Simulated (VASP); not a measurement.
These are vdW-DF2, VASP's PBE PAW potentials (set 64) (plane waves; VASP) values and carry that method's errors.

VASP ran on this input.

### INCAR
```
SYSTEM  =  K
PREC  =  Accurate; ENCUT  =  520; LREAL  =  .FALSE.
LASPH  =  .TRUE.
EDIFF  =  1E-6; NELM  =  100; ALGO  =  Normal
ISMEAR  =  1; SIGMA  =  0.1
GGA  =  ML; LUSE_VDW  =  .TRUE.; AGGAC  =  0.0
ZAB_VDW  =  -1.8867
IBRION  =  2; NSW  =  60; ISIF  =  3
EDIFFG  =  -0.01
LWAVE  =  .FALSE.; LCHARG  =  .FALSE.
```

**KPOINTS**
```
K-points
0
Gamma
 9 9 9
```

**POSCAR**
```
K
1
   -2.5851655569     2.5851655569     2.5851655569
    2.5851655569    -2.5851655569     2.5851655569
    2.5851655569     2.5851655569    -2.5851655569
K
1
Direct
  0.0000000000   0.0000000000   0.0000000000
```

POTCAR, in this order: K_sv (PBE.64 set). Program: vasp_std.

What does the run give for the energy per atom (σ→0), band gap (on the k-mesh)?

```json
{
 "energy per atom (σ→0)": "1.041 eV/atom",
 "band gap (on the k-mesh)": "none (metal, semimetal or under 0.01 eV)"
}
```

**OSZICAR**
```
...
DAV:   6     0.104122236551E+01    0.48172E-03   -0.12190E-03   960   0.278E-01    0.202E+00
DAV:   7     0.104112358498E+01   -0.98781E-04   -0.25957E-03   824   0.376E-01    0.482E-02
DAV:   8     0.104100053247E+01   -0.12305E-03   -0.23549E-04   864   0.138E-01    0.150E-02
DAV:   9     0.104093234824E+01   -0.68184E-04   -0.16479E-04   704   0.876E-02    0.118E-02
DAV:  10     0.104092608706E+01   -0.62612E-05   -0.14773E-05   944   0.316E-02    0.341E-03
DAV:  11     0.104092299186E+01   -0.30952E-05   -0.64465E-06   672   0.181E-02    0.233E-03
DAV:  12     0.104092229748E+01   -0.69438E-06   -0.27634E-06   736   0.124E-02
   1 F= 0.10409223E+01 E0= 0.10411873E+01  d E =0.104092E+01
```

The compound is K in the bcc structure. It was relaxed first, which changed the volume by -6 %. The start is the result of an earlier pass.
